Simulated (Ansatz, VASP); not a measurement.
# Sr2SO: VASP beside Ansatz

The input INCAR:

```
SYSTEM = Sr2SO
  PREC = Accurate
  ENCUT = 520
  EDIFF = 1E-7
  ISMEAR = -1
  SIGMA = 0.05
  LREAL = .FALSE.
  LASPH = .TRUE.
  NELM = 100
  ALGO = Normal
  ISIF = 2
  LWAVE = .FALSE.
  LCHARG = .FALSE.
  GGA = PE
  NBANDS = 24
```

The input KPOINTS:

```
regular mesh
0
G
  7 7 5
  0 0 0
```

The input POSCAR:

```
Sr2SO
1.0
    4.0432370000      0.0000000000      0.0000000000
    0.0000000000      4.0432370000      0.0000000000
    0.0000000000      0.0000000000      5.7180000000
Sr S O
2 1 1
Direct
    0.5033600000      0.4973510000      0.5025850000
   -0.0109850000     -0.0089070000     -0.0004380000
    0.0068650000      0.0013760000      0.4993430000
    0.4957450000      0.4943030000     -0.0009230000
```

File input.yaml:

```yaml
crystal:
  lattice:
    - [4.043237, 0.0, 0.0]
    - [0.0, 4.043237, 0.0]
    - [0.0, 0.0, 5.718]
  atoms:
    - { symbol: Sr, position: [0.50336, 0.497351, 0.502585] }
    - { symbol: Sr, position: [-0.010985, -0.008907, -0.000438] }
    - { symbol: S, position: [0.006865, 0.001376, 0.499343] }
    - { symbol: O, position: [0.495745, 0.494303, -0.000923] }
hamiltonian:
  xc: pbe
  pseudopotentials: { kind: paw }
kpoints:
  mp_grid: { grid: [7, 7, 5] }
scf:
  occupations: { method: fermi_dirac, width: 0.05 }
output:
  forces: true
  stress: true
  eigenvalues: true
  write_density: true
  write_potential: true
  elf: true
  volumetric_format: npy
```

Change from the starting cell: atoms moved at random, drawn with an rms of 0.05 Å.

Alike in both runs: task single point; functional PBE; k mesh 7 × 7 × 5; occupations fermi-dirac, width 0.05 eV; no spin polarisation.

```csv
,VASP,Ansatz
version,VASP 6.6.1,Ansatz 0.2.0
potentials or method,"VASP PAW PBE potentials, release 64 (Sr_sv, S, O)",Ansatz PAW
plane-wave cutoff (eV),520,420
valence electrons in the cell,32,32
```

Ansatz gave:

```
gap on the k mesh at the Fermi level (eV) : 2.22
least direct gap on the mesh (eV)         : 2.22
pressure (GPa)                            : -0.2
rms of the force components (eV/Å)        : 0.051
```

Question: Estimate VASP's values.

Answer: gap on the k mesh at the Fermi level (eV): 2.20; least direct gap on the mesh (eV): 2.20; pressure (GPa): 0.0; rms of the force components (eV/Å): 0.051.

Atom by atom the forces differ by 0.001 eV/Å (rms over components).

Caveats: an odd mesh through Γ misses points on the zone boundary, where band edges often lie (VASP); odd divisions of the mesh miss points on the zone boundary, where band edges often lie, so the gap on the mesh can be too wide (Ansatz).
